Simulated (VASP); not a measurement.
Input:

```xyz
2
Lattice="0.0000 2.7196 2.7196 2.7196 0.0000 2.7196 2.7196 2.7196 0.0000" Properties=species:S:1:pos:R:3 pbc="T T T"
Ag     2.7196     2.7196     5.4393
Cl     2.7196     2.7196     2.7196
```

These are PBEsol GGA, VASP's PBE PAW potentials (set 64) (plane waves; VASP) values and carry that method's errors. Settings: 530 eV cut-off, 8×8×8 Γ-centred mesh, Gaussian smearing of 0.050 eV, potentials Ag Cl.

Give the elastic stiffness tensor with the ions relaxed (GPa, in the frame of the cell).

```csv
,xx,yy,zz,yz,xz,xy
xx,79.4,47.0,47.0,0.0,0.0,0.0
yy,47.0,79.4,47.0,0.0,0.0,0.0
zz,47.0,47.0,79.4,0.0,0.0,0.0
yz,0.0,0.0,0.0,4.6,0.0,0.0
xz,0.0,0.0,0.0,0.0,4.6,0.0
xy,0.0,0.0,0.0,0.0,0.0,4.6
```

Estimate the Hill bulk modulus, Hill shear modulus, Young's modulus, Poisson's ratio.

| Property | Value |
|---|---|
| Hill bulk modulus | 578 kbar |
| Hill shear modulus | 7.8 GPa |
| Young's modulus | 22.5 GPa |
| Poisson's ratio | 0.435 |

The compound is AgCl in the rock salt structure. It was relaxed first, which changed the volume by -6 %.
